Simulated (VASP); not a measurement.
A run of VASP 6.6.1 is set up as follows.

Contents of POSCAR:

```
GaBAs2
1.0
    3.6956267475      0.0000000000      0.0000000000
    0.0000000000      3.6956267475      0.0000000000
    0.0000000000      0.0000000000      5.3547502675
B As Ga
1 2 1
Direct
    0.0000000000      0.0000000000      0.0000000000
    0.0000000000      0.5000000000      0.2143790190
    0.5000000000      0.0000000000      0.7856209810
    0.5000000000      0.5000000000      0.5000000000
```

Contents of INCAR.step1:

```
SYSTEM = GaBAs2
PREC = Accurate ; ENCUT = 520
ISMEAR = 0 ; SIGMA = 0.01
LREAL = .False. ; LASPH = .True.
NELM = 100 ; NBANDS = 21
GGA = PE ; ALGO = Normal
EDIFF = 1E-4 ; LWAVE = .True.
LCHARG = .False.
```

Contents of INCAR.step2:

```
SYSTEM = GaBAs2
PREC = Accurate ; ENCUT = 520
EDIFF = 1E-7 ; ISMEAR = 0
SIGMA = 0.01 ; LREAL = .False.
LASPH = .True. ; NELM = 100
ALGO = Normal ; ISIF = 2
LWAVE = .False. ; LCHARG = .False.
METAGGA = R2SCAN ; LMIXTAU = .True.
NBANDS = 21 ; ISTART = 1
```

KPOINTS

```
regular mesh
0
Gamma
  8 8 6
  0 0 0
```

Potentials or basis: VASP PAW PBE potentials, release 64 (B, As, Ga_d).

Command:

```bash
$ cat potpaw_PBE.64/B/POTCAR potpaw_PBE.64/As/POTCAR potpaw_PBE.64/Ga_d/POTCAR > POTCAR
$ cp INCAR.step1 INCAR
$ mpirun -np 1 vasp_std > vasp.out
$ cp INCAR.step2 INCAR
$ mpirun -np 1 vasp_std > vasp.out
```

(1) What does it give for the band gap on the k mesh?

(2) What does it give for the pressure?

## Answers

(1) 0.87 eV, indirect (least direct gap 0.92 eV).

(2) -1.6 GPa.

Caveat: the PAW data sets were made with another functional, which shifts forces and pressure a little.
